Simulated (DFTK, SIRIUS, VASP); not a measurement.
## HfIn4SiO6: 3 runs at one level of theory

```
Hf In Si O
1.0
     2.71603   -4.70332    0.00448
     2.71603    4.70332    0.00448
    -1.86309    0.00000    7.40415
Hf In Si O
1 4 1 6
Cartesian
  2.7160 2.7768 0.0045
  1.7845 1.2098 3.7066
  2.7160 -0.3586 0.0045
  1.7845 4.3741 3.7066
  1.7845 -1.9666 3.7066
  2.7160 -3.4942 0.0045
  -1.1351 -0.1798 6.4177
  4.7040 -0.1798 0.9954
  1.6933 -2.1708 6.4226
  1.8757 -2.1708 0.9906
  1.5632 1.2736 0.9906
  2.0058 1.2736 6.4226
```

The cell comes from a database or a generator and needn't be the stable form of this composition.

Alike in all runs: task single point; functional PBE; k mesh 6 × 6 × 4; occupations fermi-dirac, width 0.05 eV; no spin polarisation; no spin-orbit coupling. A missing gap at this level doesn't show that the real crystal is a metal. Pressure is positive in compression and, in plane waves, holds the error of the finite cutoff.

```
                                     program and potentials  plane-wave cutoff (eV)                                      notes  band gap (eV)  pressure (GPa)  largest force (eV/Å)
SIRIUS, PseudoDojo 0.4.1 PBE standard (scalar relativistic)                    1152  8.67 valence electrons an atom on average         no gap           -0.44                 0.096
               DFTK, PseudoDojo SR PBE 0.4.1 standard (PBE)                    1143  8.67 valence electrons an atom on average         no gap           -0.43                 0.096
             VASP, PBE PAW files Hf_pv, In_d, O, Si, 520 eV                     520   8.5 valence electrons an atom on average         no gap           -0.39                 0.132
```

Force on atom 11 (O), eV/Å:

| program and potentials | x | y | z |
| --- | --- | --- | --- |
| SIRIUS, PseudoDojo 0.4.1 PBE standard (scalar relativistic) | 0.031 | 0.075 | -0.051 |
| DFTK, PseudoDojo SR PBE 0.4.1 standard (PBE) | 0.031 | 0.076 | -0.051 |
| VASP, PBE PAW files Hf_pv, In_d, O, Si, 520 eV | 0.075 | 0.105 | -0.027 |

None finds a gap. The pressure spans -0.44 (SIRIUS, PseudoDojo 0.4.1 PBE standard (scalar relativistic)) to -0.39 GPa (VASP, PBE PAW files Hf_pv, In_d, O, Si, 520 eV).

The functional is the same throughout but for its coding, so the spread measures potentials, basis and numerics; runs on potential files found faulty are left out.
